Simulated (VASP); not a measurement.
Input:

```xyz
4
Lattice="2.1034 -3.6432 0.0000 2.1034 3.6432 0.0000 0.0000 0.0000 6.8323" Properties=species:S:1:pos:R:3 pbc="T T T"
Cd     2.1034    -1.2144     3.4162
Cd     2.1034     1.2144     0.0000
S      2.1034    -1.2144     5.9919
S      2.1034     1.2144     2.5758
```

All values below come from HSE06 screened hybrid, VASP's PBE PAW potentials (set 64) (plane waves; VASP). Run with 520 eV cut-off, 4×4×4 Γ-centred mesh, Gaussian smearing of 0.050 eV, potentials Cd S.

Problem. Give the stress tensor in GPa (positive for a compressed cell).

Solution. 
```
-1.12   0.00   0.00
 0.00  -1.12   0.00
 0.00   0.00  -1.25
```
The pressure is its mean diagonal, -1.16 GPa.

The compound is CdS in the wurtzite structure. It was relaxed first. The k-mesh is coarse (spacing up to 0.43 per Å, 2π included), so the numbers may not be converged in it. The cell's shape comes from a PBE relaxation.
